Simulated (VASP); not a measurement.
A convergence study with VASP on Fe (bcc): one setting is varied, all else stays as given below, so the limit is that of these other settings.

```xyz
1
Lattice="-1.4350 1.4350 1.4350 1.4350 -1.4350 1.4350 1.4350 1.4350 -1.4350" Properties=species:S:1:pos:R:3 pbc="T T T"
Fe     0.0000     0.0000     0.0000
```
Starting moments (μB, in the order of the record's atoms Fe): 2.5.

Computed with PBE GGA, VASP's PBE PAW potentials (set 64) (plane waves; VASP). The tightest run used: 550 eV cut-off, 28×28×28 Γ-centred mesh, tetrahedra with Blöchl corrections, potentials Fe.

The reference is 28×28×28 mesh, which took about 2 core-minutes. Times come from single runs on busy shared machines, so they are rough: good to a factor of about 2.

### Question
Of the settings 3×3×3 mesh; 4×4×4 mesh; 5×5×5 mesh; 6×6×6 mesh; 7×7×7 mesh; 8×8×8 mesh; 10×10×10 mesh; 11×11×11 mesh; 12×12×12 mesh; 13×13×13 mesh; 14×14×14 mesh; 15×15×15 mesh; 16×16×16 mesh; 17×17×17 mesh; 18×18×18 mesh; 19×19×19 mesh; 20×20×20 mesh; 21×21×21 mesh; 23×23×23 mesh; 24×24×24 mesh; 25×25×25 mesh; 26×26×26 mesh; 27×27×27 mesh; 28×28×28 mesh, which is the lowest that keeps the difference from the reference in E (eV/atom) within 0.002 from there on, and what does it cost?

### Answer
10×10×10 mesh; its cost over the reference is about 1/10.
```
setting        difference in E (eV/atom)  cost over the reference
-------------  -------------------------  -----------------------
3×3×3 mesh                        0.1822               about 1/40
4×4×4 mesh                        0.0156               about 1/20
5×5×5 mesh                        0.0385               about 1/30
6×6×6 mesh                        0.0204               about 1/20
7×7×7 mesh                        0.0031               about 1/20
8×8×8 mesh                        0.0030               about 1/20
10×10×10 mesh                     0.0004               about 1/10
11×11×11 mesh                     0.0009               about 1/10
12×12×12 mesh                     0.0001                about 1/8
13×13×13 mesh                     0.0011                about 1/7
14×14×14 mesh                     0.0008                about 1/6
15×15×15 mesh                     0.0004                about 1/5
16×16×16 mesh                     0.0002                about 1/4
17×17×17 mesh                     0.0000                about 1/3
18×18×18 mesh                     0.0001                about 1/3
19×19×19 mesh                     0.0002                about 1/3
20×20×20 mesh                     0.0000                about 1/3
21×21×21 mesh                     0.0000                about 1/2
23×23×23 mesh                     0.0000     within a factor of 2
24×24×24 mesh                     0.0001     within a factor of 2
25×25×25 mesh                     0.0001     within a factor of 2
26×26×26 mesh                     0.0000     within a factor of 2
27×27×27 mesh                     0.0002     within a factor of 2
28×28×28 mesh                     0.0000                reference
```

Left out are rungs that failed or repeat a setting and relaxations that didn't move; long series are thinned to 24 rows.

The compound is Fe in the bcc structure. The cell was not relaxed at this level. The spin order is the one that the start imposed; others were not tried in this run.
